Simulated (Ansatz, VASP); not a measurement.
# Cross-check of Sn2TeO between VASP and Ansatz, part 2 of 2

One calculation is typed for both programs; each brings its own data sets. How far apart do they land? The cell is generated by rule, not measured, and may not be a known phase. The cell is taken from a series of runs on this material, whose earlier steps may have relaxed, scaled, displaced or heated it; both programs get it as it stands.

VASP 6.6.1 and Ansatz 0.2.0.

So far. Step 2 (VASP: single point, PBEsol, pair 1): The run ends at a pressure of 0.35 GPa, with forces up to 0.85 eV/Å. Step 3 (Ansatz: single point, PBEsol, pair 1): The run ends at a pressure of 0.33 GPa, with forces up to 0.86 eV/Å.

## (5) VASP: single point, PBEsol, pair 2

Level of this step: PBEsol; plane waves and PAW (Sn_d, O, Te); invented cell (VASP).

A single point takes one fixed geometry, so differences don't come from the geometry; what else differs is listed under the comparison.

Contents of INCAR:

```
SYSTEM = Sn2TeO
PREC = Accurate
ENCUT = 600
EDIFF = 1E-06
NELM = 120
ISMEAR = 1
SIGMA = 0.2
LREAL = .FALSE.
ALGO = Normal
GGA = PS
NBANDS = 49
LORBIT = 11
LWAVE = .FALSE.
LCHARG = .FALSE.
ISIF = 2
LASPH = .TRUE.
GGA_COMPAT = .FALSE.
KPAR = 2
```

Contents of POSCAR:

```
Sn2TeO
1.0
    4.6545958854      0.0000000000      4.4974265172
    4.6545958854      0.0000000000     -4.4974265172
    0.0000000000      4.6545958854      4.4974265172
Sn O Te
4 2 2
Direct
    0.4102051178      0.0773296563      1.0000000000
    0.9226703437      0.5897948822      1.0000000000
    0.0897948822      0.9102051178      0.4875347740
    0.5773296563      0.4226703437      0.5124652260
    0.4499713894      0.5500286106      1.0000000000
    0.0500286106      0.9499713894      1.0000000000
    0.0000000000      0.5000000000      0.5000000000
    0.5000000000      1.0000000000      0.5000000000
```

Contents of KPOINTS:

```
Automatic mesh
0
Gamma
8 8 8
0 0 0
```

Potentials, in the order of the species: Sn_d, O and Te (PBE family, release 64).

Started as:

```sh
mpirun -np 2 vasp_std
```

Numbers of over 12 decimals in the logs are rounded to 6 here.

The program printed:

```text
[banner, memory and clock lines left out]
running    2 mpi-ranks, on    1 nodes
[...]
[... a notice as in an earlier step ...]

 LDA part: xc-table for (Slater+PW92), standard interpolation
 POSCAR, INCAR and KPOINTS ok, starting setup
[...]
entering main loop
       N       E                     dE             d eps       ncg     rms          rms(c)
DAV:   1     0.939717209947E+03    0.93972E+03   -0.39683E+04  6216   0.237E+03
DAV:   2     0.136517459324E+03   -0.80320E+03   -0.77764E+03  5790   0.673E+02
DAV:   3    -0.266894062269E+02   -0.16321E+03   -0.15400E+03  6734   0.225E+02
DAV:   4    -0.400141667561E+02   -0.13325E+02   -0.13024E+02  6802   0.642E+01
[...]
DAV:  14    -0.351542016564E+02    0.14341E-03   -0.50268E-04  8201   0.104E-01    0.221E-02
DAV:  15    -0.351542044714E+02   -0.28150E-05   -0.63742E-05  5850   0.352E-02    0.121E-02
DAV:  16    -0.351542052455E+02   -0.77410E-06   -0.24878E-06  5340   0.103E-02
   1 F= -.35154205E+02 E0= -.35158022E+02  d E =0.114507E-01
```

OUTCAR, selected parts (step 5):

```text
  Total        0.0183135      0.0183135      2.4435562      0.0000000      0.0000000      0.0000000
  in kB        0.1505650      0.1505650     20.0897657      0.0000000      0.0000000      0.0000000
  external PRESSURE =       6.7969652 kB  Pullay stress =       0.0000000 kB

 POSITION                                       TOTAL-FORCE (eV/Angst)
 -----------------------------------------------------------------------------------
      2.26928      0.00000      1.49708        -1.092227      0.000000      0.433923
      7.03991      0.00000      1.49708         1.092227      0.000000      0.433923
      4.65460      2.26928     -1.49708         0.000000     -1.092227     -0.433923
      4.65460      2.38532      3.00034         0.000000      1.092227     -0.433923
      4.65460      0.00000     -0.45000         0.000000      0.000000     -0.849270
      4.65460      0.00000     -4.04743         0.000000      0.000000      0.849270
      2.32730      2.32730      0.00000        -0.000000      0.000000      0.000000
      2.32730      2.32730      4.49743        -0.000000      0.000000      0.000000
 -----------------------------------------------------------------------------------
    total drift:                               -0.000000     -0.000002      0.000001

  FREE ENERGIE OF THE ION-ELECTRON SYSTEM (eV)
  ---------------------------------------------------
  free  energy   TOTEN  =       -35.1542052455 eV

  energy  without entropy=      -35.1656559477  energy(sigma->0) =      -35.15802215

[... 2 parts as in an earlier step ...]

[... 1 further part left out ...]
[key lines of the parts left out:]
E-fermi :   6.1505
```

The run ends at a pressure of 0.68 GPa, with forces up to 1.2 eV/Å.

## (6) Ansatz: single point, PBEsol, pair 2

The same cell, functional, mesh and smearing now go to Ansatz, which takes its cutoff from its data sets.

The cell is taken from a series of runs on this material, whose earlier steps may have relaxed, scaled, displaced or heated it; both programs get it as it stands.

Contents of input.yaml:

```yaml
crystal:
  lattice:
    - [4.6545958854, 0.0, 4.4974265172]
    - [4.6545958854, 0.0, -4.4974265172]
    - [0.0, 4.6545958854, 4.4974265172]
  atoms:
    - { symbol: Sn, position: [0.4102051178, 0.0773296563, 0.0] }
    - { symbol: Sn, position: [0.9226703437, 0.5897948822, 0.0] }
    - { symbol: Sn, position: [0.0897948822, 0.9102051178, 0.487534774] }
    - { symbol: Sn, position: [0.5773296563, 0.4226703437, 0.512465226] }
    - { symbol: O, position: [0.4499713894, 0.5500286106, 0.0] }
    - { symbol: O, position: [0.0500286106, -0.0500286106, 0.0] }
    - { symbol: Te, position: [0.0, 0.5, 0.5] }
    - { symbol: Te, position: [0.5, 0.0, 0.5] }
kpoints:
  mp_grid: { grid: [8, 8, 8] }
hamiltonian:
  xc: pbesol
scf:
  occupations: { method: methfessel_paxton, width: 0.2 }
output:
  forces: true
  stress: true
  eigenvalues: true
```

Started as:

```sh
ansatz run input.yaml --threads 4 --pin off --max-ram 14336MiB --backend cpu --events-out ev --progress --plain --runs-dir out
```

The program printed:

```text
[...]
Crystal: 8 atoms, lattice volume = 194.876 Å³
Basis set: ecut = 420 eV, 3775 PW (Γ), exchange–correlation on 90×90×90 points (8 copies of the dense FFT grid, shifted against one another)
Bands: 60, of which v1, the nominal top of the filled ones, is band 50 counted from 1 (49 counted from 0)
Symmetry: 8 space group operations
[...]
k-points: 59 of 512 (time reversal used)
[...]
k-point 0: bands = [... 46 lower, 7.6639, 7.8906, 8.6883, 8.6883, 10.3526, 10.7983, 12.0381, 12.3181, ... 6 higher]
  k-point 1: bands = [... 46 lower, 7.6763, 7.9240, 8.4761, 8.5985, 10.7358, 10.8122, 11.4950, 12.2561, ... 6 higher]
  k-point 2: bands = [... 46 lower, 7.7712, 8.0294, 8.2533, 8.2852, 10.3731, 11.0185, 11.4963, 11.7566, ... 6 higher]
  k-point 58: bands = [... 46 lower, 8.0327, 8.0916, 8.5702, 8.7109, 8.7109, 9.2904, 9.6839, 9.7784, ... 6 higher]
[key lines of the parts left out:]
SCF converged after 9 iterations
Free energy (F): -38719.351318 eV
Fermi energy:    8.907448 eV
P = ⅓ Tr σ = 0.6617 GPa (6.617 kbar)
```

The run ends at a pressure of 0.66 GPa, with forces up to 1.2 eV/Å.

## (7) Side by side

What differs besides the data sets and the points named for the pairs above, as far as they apply: the data sets hold 100 valence electrons in Ansatz (on its default PAW (the set named soft_2) files) and 80 in VASP. Total energies have different zeros and are not compared.

Both answers:

```csv
quantity,Ansatz,VASP,difference
pressure (GPa),0.66,0.68,-0.02
```

Forces (eV/Å; atoms numbered as in POSCAR):

```csv
atom,"Ansatz x, y, z","VASP x, y, z"
Sn1,"-1.101, 0.000, 0.413","-1.092, 0.000, 0.434"
Sn2,"1.101, 0.000, 0.413","1.092, 0.000, 0.434"
Sn3,"0.000, -1.101, -0.413","0.000, -1.092, -0.434"
Sn4,"0.000, 1.101, -0.413","0.000, 1.092, -0.434"
O5,"0.000, 0.000, -0.859","0.000, 0.000, -0.849"
O6,"0.000, 0.000, 0.859","0.000, 0.000, 0.849"
Te7,"0.000, 0.000, 0.000","0.000, 0.000, 0.000"
Te8,"0.000, 0.000, 0.000","0.000, 0.000, 0.000"
```

The forces differ by 9.8 meV/Å r.m.s., which is 1.8 % of the r.m.s. force of 0.539 eV/Å (both taken over all components).

## (8) VASP: single point, PBEsol, pair 3

With cell and atoms fixed, the geometry can't cause a difference; cores, projectors, grids and the points listed under the comparison can.

INCAR is that of step 5.

Contents of POSCAR:

```
Sn2TeO
1.0
    4.6545958854      0.0000000000      4.4974265172
    4.6545958854      0.0000000000     -4.4974265172
    0.0000000000      4.6545958854      4.4974265172
Sn O Te
4 2 2
Direct
    0.4081275801      0.0752521186      1.0000000000
    0.9247478814      0.5918724199      1.0000000000
    0.0918724199      0.9081275801      0.4833796987
    0.5752521186      0.4247478814      0.5166203013
    0.4332951858      0.5667048142      1.0000000000
    0.0667048142      0.9332951858      1.0000000000
    0.0000000000      0.5000000000      0.5000000000
    0.5000000000      1.0000000000      0.5000000000
```

KPOINTS is that of step 5.

Started as:

```sh
mpirun -np 2 vasp_std
```

The program printed:

```text
[... set-up lines as in an earlier step ...]
 entering main loop
       N       E                     dE             d eps       ncg     rms          rms(c)
DAV:   1     0.948877583172E+03    0.94888E+03   -0.39873E+04  6200   0.238E+03
DAV:   2     0.139523430535E+03   -0.80935E+03   -0.78369E+03  5790   0.676E+02
DAV:   3    -0.263665004822E+02   -0.16589E+03   -0.15677E+03  6707   0.226E+02
DAV:   4    -0.402897215248E+02   -0.13923E+02   -0.13608E+02  6796   0.654E+01
[...]
DAV:  15    -0.355001082061E+02   -0.12978E-05   -0.68356E-05  6582   0.371E-02    0.230E-02
DAV:  16    -0.355001095184E+02   -0.13123E-05   -0.35676E-06  5394   0.937E-03    0.138E-02
DAV:  17    -0.355001094737E+02    0.44765E-07   -0.29893E-07  3367   0.343E-03
   1 F= -.35500109E+02 E0= -.35502437E+02  d E =0.698241E-02
```

Parts of OUTCAR (step 8):

```text
  Total        0.2429452      0.2429452      4.0820657      0.0000000      0.0000000      0.0000000
  in kB        1.9973809      1.9973809     33.5608181      0.0000000      0.0000000      0.0000000
  external PRESSURE =      12.5185266 kB  Pullay stress =       0.0000000 kB

 POSITION                                       TOTAL-FORCE (eV/Angst)
 -----------------------------------------------------------------------------------
      2.24994      0.00000      1.49708        -1.324863     -0.000000      0.693837
      7.05925      0.00000      1.49708         1.324863      0.000000      0.693837
      4.65460      2.24994     -1.49708         0.000000     -1.324863     -0.693837
      4.65460      2.40466      3.00034         0.000000      1.324863     -0.693837
      4.65460      0.00000     -0.60000         0.000000      0.000000     -0.792387
      4.65460      0.00000     -3.89743         0.000000      0.000000      0.792387
      2.32730      2.32730      0.00000         0.000000      0.000000     -0.000000
      2.32730      2.32730      4.49743         0.000000      0.000000     -0.000000
 -----------------------------------------------------------------------------------
    total drift:                                0.000000     -0.000000      0.000000

  FREE ENERGIE OF THE ION-ELECTRON SYSTEM (eV)
  ---------------------------------------------------
  free  energy   TOTEN  =       -35.5001094737 eV

  energy  without entropy=      -35.5070918834  energy(sigma->0) =      -35.50243694

[... 2 parts as in an earlier step ...]

[... 1 further part left out ...]
[key lines of the parts left out:]
E-fermi :   6.2178
```

The run ends at a pressure of 1.25 GPa, with forces up to 1.5 eV/Å.

## (9) Ansatz: single point, PBEsol, pair 3

The same cell, functional, mesh and smearing now go to Ansatz, which takes its cutoff from its data sets.

The cell is taken from a series of runs on this material, whose earlier steps may have relaxed, scaled, displaced or heated it; both programs get it as it stands.

input.yaml, the sections that differ from step 6:

```yaml
crystal:
  lattice:
    - [4.6545958854, 0.0, 4.4974265172]
    - [4.6545958854, 0.0, -4.4974265172]
    - [0.0, 4.6545958854, 4.4974265172]
  atoms:
    - { symbol: Sn, position: [0.4081275801, 0.0752521186, 0.0] }
    - { symbol: Sn, position: [0.9247478814, 0.5918724199, 0.0] }
    - { symbol: Sn, position: [0.0918724199, 0.9081275801, 0.4833796987] }
    - { symbol: Sn, position: [0.5752521186, 0.4247478814, 0.5166203013] }
    - { symbol: O, position: [0.4332951858, 0.5667048142, 0.0] }
    - { symbol: O, position: [0.0667048142, -0.0667048142, 0.0] }
    - { symbol: Te, position: [0.0, 0.5, 0.5] }
    - { symbol: Te, position: [0.5, 0.0, 0.5] }
# kpoints, hamiltonian, scf, output: as in step 6
```

Started as:

```sh
ansatz run input.yaml --threads 4 --pin off --max-ram 14336MiB --backend cpu --events-out ev --progress --plain --runs-dir out
```

The program printed:

```text
[...]
Crystal: 8 atoms, lattice volume = 194.876 Å³
Basis set: ecut = 420 eV, 3775 PW (Γ), exchange–correlation on 90×90×90 points (8 copies of the dense FFT grid, shifted against one another)
Bands: 60, of which v1, the nominal top of the filled ones, is band 50 counted from 1 (49 counted from 0)
Symmetry: 8 space group operations
[...]
k-points: 59 of 512 (time reversal used)
[...]
k-point 0: bands = [... 46 lower, 7.5012, 7.9107, 8.6392, 8.6392, 10.3375, 10.8240, 12.0076, 12.5078, ... 6 higher]
  k-point 1: bands = [... 46 lower, 7.7328, 7.9213, 8.4612, 8.5493, 10.7604, 10.8015, 11.6214, 12.2446, ... 6 higher]
  k-point 2: bands = [... 46 lower, 7.8035, 8.0979, 8.2571, 8.3334, 10.3774, 11.0903, 11.5790, 11.7225, ... 6 higher]
  k-point 58: bands = [... 46 lower, 8.0676, 8.1961, 8.5500, 8.5500, 8.5620, 9.2986, 9.8105, 9.9419, ... 6 higher]
[key lines of the parts left out:]
SCF converged after 9 iterations
Free energy (F): -38719.701100 eV
Fermi energy:    8.974277 eV
P = ⅓ Tr σ = 1.2267 GPa (12.267 kbar)
```

The run ends at a pressure of 1.23 GPa, with forces up to 1.5 eV/Å.

## (10) Differences

What differs besides the data sets and the points named for the pairs above, as far as they apply: the data sets hold 100 valence electrons in Ansatz (on its default PAW (the set named soft_2) files) and 80 in VASP. Total energies have different zeros and are not compared.

Compared:

```csv
quantity,Ansatz,VASP,difference
pressure (GPa),1.23,1.25,-0.03
```

Forces (eV/Å; atoms numbered as in POSCAR):

```csv
atom,"Ansatz x, y, z","VASP x, y, z"
Sn1,"-1.337, 0.000, 0.673","-1.325, 0.000, 0.694"
Sn2,"1.337, 0.000, 0.673","1.325, 0.000, 0.694"
Sn3,"0.000, -1.337, -0.673","0.000, -1.325, -0.694"
Sn4,"0.000, 1.337, -0.673","0.000, 1.325, -0.694"
O5,"0.000, 0.000, -0.802","0.000, 0.000, -0.792"
O6,"0.000, 0.000, 0.802","0.000, 0.000, 0.792"
Te7,"0.000, 0.000, 0.000","0.000, 0.000, 0.000"
Te8,"0.000, 0.000, 0.000","0.000, 0.000, 0.000"
```

The forces differ by 10 meV/Å r.m.s., which is 1.6 % of the r.m.s. force of 0.652 eV/Å (both taken over all components).

## (11) Results

```
r.m.s. force difference (single point, PBEsol, pair 1) : 2.4 % of the r.m.s. force
r.m.s. force difference (single point, PBEsol, pair 2) : 1.8 % of the r.m.s. force
r.m.s. force difference (single point, PBEsol, pair 3) : 1.6 % of the r.m.s. force
```

In words: The r.m.s. force difference is 2.4 % of the r.m.s. force (single point, PBEsol, pair 1), within the 3 % picked in this series as the mark of a large difference. The data sets hold unlike numbers of valence electrons (100 in Ansatz and 80 in VASP), so part of the differences may come from the potentials. 5 further pairs of this series are not shown here. Such differences can come from data sets, numerical settings and the points named under the comparisons, not from the functional's error against experiment.

[Lines on the potential files, build, host, timing and source positions are cut from VASP's logs without a mark.]

[Logs are printed without paths, hosts, clocks, repeated set-up lines and the standing remarks that a program may print on its own settings, such as how far it seeks lower states.]

[Hosts, paths, dates, database ids (printed as entryN), source tags and the programs' standing remarks are cut or masked in the printed files.]
